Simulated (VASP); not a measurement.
Here is the system:

```
MoSi2
1.0
   -1.54621     1.54621     3.81035
    1.54621    -1.54621     3.81035
    1.54621     1.54621    -3.81035
Si Mo
2 1
Direct
  0.66586   0.66586   0.00000
  0.33414   0.33414   0.00000
  0.00000   0.00000   0.00000
```

Method: LDA (Ceperley-Alder, Perdew-Zunger), VASP's LDA PAW potentials (set 64) (plane waves; VASP). Run with 500 eV cut-off, 14×14×14 Γ-centred mesh, first-order Methfessel-Paxton smearing of 0.10 eV, potentials Si Mo_sv.

### Question
What does the run give for the energy per atom (σ→0), pressure, band gap (on the k-mesh) with the smallest direct gap where there is one?

### Answer

band gap (on the k-mesh): none (metal, semimetal or under 0.01 eV)
energy per atom (σ→0): -8.550 eV/atom
pressure: 19.93 GPa

Only differences to runs with the same potentials and settings are physical.

The compound is MoSi2 in the MoSi2 type structure. It was relaxed first under an external pressure of 20 GPa.
